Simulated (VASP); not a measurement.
Calculation: r2SCAN meta-GGA, VASP's PBE PAW potentials (set 64) (plane waves; VASP 6.6.1).

VASP input:

**INCAR**
```
SYSTEM=Ca
PREC=Accurate; ENCUT=520; LREAL=.False.
LASPH=.True.
EDIFF=1E-7; NELM=100; ALGO=Normal
LMIXTAU=.True.
ISMEAR=1; SIGMA=0.1
METAGGA=R2SCAN
ISIF=2
LWAVE=.False.; LCHARG=.False.
```

POSCAR:
```
Ca
1
    0.0000000000     2.8399223163     2.8399223163
    2.8399223163     0.0000000000     2.8399223163
    2.8399223163     2.8399223163     0.0000000000
Ca
1
Direct
  0.0000000000   0.0000000000   1.0000000000
```

KPOINTS:
```
Regular mesh
0
Gamma
 11 11 11
```

POTCAR, in this order: Ca_sv (PBE.64 set). Program: vasp_std.

Output

**OSZICAR**
```
       N       E                     dE             d eps       ncg     rms          rms(c)
DAV:   1     0.594949294667E+02    0.59495E+02   -0.53214E+03  1008   0.103E+03
DAV:   2    -0.743977823129E+01   -0.66935E+02   -0.66716E+02  1043   0.237E+02
DAV:   3    -0.908598885133E+01   -0.16462E+01   -0.16177E+01  1618   0.369E+01
DAV:   4    -0.916894147862E+01   -0.82953E-01   -0.82406E-01  1618   0.611E+00
DAV:   5    -0.917018747428E+01   -0.12460E-02   -0.12452E-02  1531   0.496E-01    0.642E-01
DAV:   6    -0.696177282496E+01    0.22084E+01   -0.36233E+00  1398   0.161E+01    0.240E+00
DAV:   7    -0.720587697610E+01   -0.24410E+00   -0.66081E-02  1457   0.263E+00    0.268E+00
DAV:   8    -0.713070264355E+01    0.75174E-01   -0.36312E-02  1093   0.323E+00    0.196E+00
DAV:   9    -0.705877960223E+01    0.71923E-01   -0.34172E-01  1407   0.613E+00    0.117E-01
DAV:  10    -0.702795556173E+01    0.30824E-01   -0.58816E-02  1324   0.276E+00    0.279E-01
DAV:  11    -0.710567087907E+01   -0.77715E-01   -0.43077E-02  1066   0.310E+00    0.785E-01
DAV:  12    -0.701924870986E+01    0.86422E-01   -0.88330E-02  1055   0.355E+00    0.688E-01
DAV:  13    -0.703549404736E+01   -0.16245E-01   -0.40927E-02  1020   0.241E+00    0.901E-02
DAV:  14    -0.702376513470E+01    0.11729E-01   -0.80082E-03  1019   0.139E+00    0.721E-02
DAV:  15    -0.702400320874E+01   -0.23807E-03   -0.58121E-04  1276   0.364E-01    0.212E-02
DAV:  16    -0.702400101374E+01    0.21950E-05   -0.21360E-04  1147   0.172E-01    0.118E-02
DAV:  17    -0.702392962989E+01    0.71384E-04   -0.29471E-05  1366   0.487E-02    0.959E-03
DAV:  18    -0.702392937937E+01    0.25052E-06   -0.95138E-07  1758   0.600E-03    0.953E-03
DAV:  19    -0.702392962319E+01   -0.24382E-06   -0.15752E-05  1098   0.527E-02    0.540E-03
DAV:  20    -0.702392247241E+01    0.71508E-05   -0.37292E-06  1326   0.269E-02    0.479E-03
DAV:  21    -0.702392138267E+01    0.10897E-05   -0.50430E-06  1036   0.258E-02    0.738E-03
DAV:  22    -0.702392114246E+01    0.24022E-06   -0.17485E-07  1692   0.472E-03    0.707E-03
DAV:  23    -0.702392137549E+01   -0.23303E-06   -0.10492E-08   661   0.135E-03    0.628E-03
DAV:  24    -0.702392243019E+01   -0.10547E-05   -0.23030E-07  1110   0.568E-03    0.229E-03
DAV:  25    -0.702392338300E+01   -0.95281E-06   -0.40355E-07  1033   0.869E-03    0.220E-04
DAV:  26    -0.702392305996E+01    0.32304E-06   -0.36302E-08   587   0.223E-03    0.129E-04
DAV:  27    -0.702392309758E+01   -0.37625E-07   -0.13974E-08   539   0.110E-03
   1 F= -.70239231E+01 E0= -.70230905E+01  d E =-.249774E-02
```

**OUTCAR**
```
------------------------ aborting loop because EDIFF is reached ----------------------------------------
  FORCE on cell =-STRESS in cart. coord.  units (eV):
  Direction    XX          YY          ZZ          XY          YZ          ZX
  --------------------------------------------------------------------------------------
  Total       -0.2677826     -0.2677826     -0.2677826     -0.0000000      0.0000000     -0.0000000
  in kB       -9.3657710     -9.3657710     -9.3657710     -0.0000000      0.0000000     -0.0000000
  external PRESSURE =      -9.3657710 kB  Pullay stress =       0.0000000 kB
  volume of cell :       45.81
      direct lattice vectors                 reciprocal lattice vectors
     0.000000000  2.839922316  2.839922316    -0.176061154  0.176061154  0.176061154
     2.839922316  0.000000000  2.839922316     0.176061154 -0.176061154  0.176061154
     2.839922316  2.839922316  0.000000000     0.176061154  0.176061154 -0.176061154
 POSITION                                       TOTAL-FORCE (eV/Angst)
 -----------------------------------------------------------------------------------
      0.00000      0.00000      0.00000        -0.000000      0.000000      0.000000
 -----------------------------------------------------------------------------------
    total drift:                               -0.000000     -0.000000     -0.000000
  FREE ENERGIE OF THE ION-ELECTRON SYSTEM (eV)
  ---------------------------------------------------
  free  energy   TOTEN  =        -7.0239230976 eV

  energy  without entropy=       -7.0214253539  energy(sigma->0) =       -7.02309052
```
(Selected blocks of OUTCAR.)

The compound is Ca in the fcc structure. This cell is one point of a volume scan, at 1.06 of the reference volume.
